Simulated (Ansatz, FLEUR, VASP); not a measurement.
**As2Ru (Pnnm, 6 atoms in the cell) computed with different codes at matched settings**

Self-consistent single point.

```
As2Ru
1.0
    5.43556     0.00000     0.00000
    0.00000     6.20595     0.00000
    0.00000     0.00000     3.00115
As Ru
4 2
Cartesian
  1.78950   5.37652   1.50057
  3.64606   0.82943   1.50057
  4.50728   3.93240   0.00000
  0.92828   2.27355   0.00000
  2.71778   3.10297   1.50057
  0.00000   0.00000   0.00000
```

Shared settings, as Ansatz (a first-principles code) writes them: kpoints.mp_grid.grid = 3 3 6; magnetization.spin_orbit = true; scf.occupations.method = fermi_dirac; scf.occupations.width = 0.01 eV. Potentials and cutoffs stand in the table.

```json
[
 {"code": "VASP", "model": "LDA (PZ), spin-orbit coupling, VASP's LDA PAW potentials (set 64)", "pressure (GPa)": "-5.68", "largest force (eV/Å)": "0.192", "gap on the mesh (eV)": "0.643", "cutoff": "300 eV"},
 {"code": "FLEUR", "model": "LDA (Vosko-Wilk-Nusair), all-electron FLAPW (FLEUR), scalar-relativistic valence with spin-orbit coupling in second variation", "pressure (GPa)": "–", "largest force (eV/Å)": "–", "gap on the mesh (eV)": "0.629", "cutoff": "Kmax 3.6 1/bohr"},
 {"code": "Ansatz", "model": "LDA (PW92) with spin-orbit coupling, PAW files made with PBE", "pressure (GPa)": "-6.23", "largest force (eV/Å)": "0.178", "gap on the mesh (eV)": "0.653", "cutoff": "420 eV"}
]
```

A dash marks a value that a program does not give, or that is left out as unsure.

Gaps are read on the mesh.

The spread over the programs that give each value: pressure within 0.55 GPa; largest force within 0.014 eV/Å; gap on the mesh within 0.024 eV.

FLEUR treats all electrons, but the usual bases taken here (sphere radii, linearisation, local orbitals, empty states) were not tested for convergence, so the values are no reference for the others. Ansatz's pressure is given at a fixed set of plane waves, as the other plane-wave codes print theirs; with its correction for the finite basis it is -6.10 GPa. The same LDA comes in different parametrisations, which differ slightly.

VASP's run is marked for a possible Pulay error in its stress at this cutoff; no cutoff test was made.

The starting cell comes from a database of computed structures (which also holds hypothetical and non-ambient phases and stackings), without a prior relaxation at this level.

Keys are those of Ansatz 0.2.
